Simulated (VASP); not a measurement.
Given:

```xyz
2
Lattice="0.0000 3.0272 3.0272 3.0272 0.0000 3.0272 3.0272 3.0272 0.0000" Properties=species:S:1:pos:R:3 pbc="T T T"
Mg     0.0000     0.0000     0.0000
Te     1.5136     1.5136     1.5136
```

Method: PBEsol GGA, VASP's PBE PAW potentials (set 64) (plane waves; VASP). Settings: 500 eV cut-off, 8×8×8 Γ-centred mesh, Gaussian smearing of 0.050 eV, potentials Mg Te.

Unless said otherwise, spin-orbit coupling is left out, though it shifts the bands of the heavy elements here.

Task: Predict the energy per atom (σ→0), pressure, band gap (on the k-mesh) with the smallest direct gap where there is one.

Result: 
| Item | Value |
|---|---|
| band gap (on the k-mesh) | 2.37 eV |
| smallest direct gap (on the k-mesh) | 3.22 eV |
| energy per atom (σ→0) | -3.296 eV/atom |
| pressure | 9.96 GPa |

Only differences to runs with the same potentials and settings are physical.

The structure was generated: MgTe was put into the zinc blende type (F-43m), which need not be its known phase. It was relaxed first under an external pressure of 10 GPa.
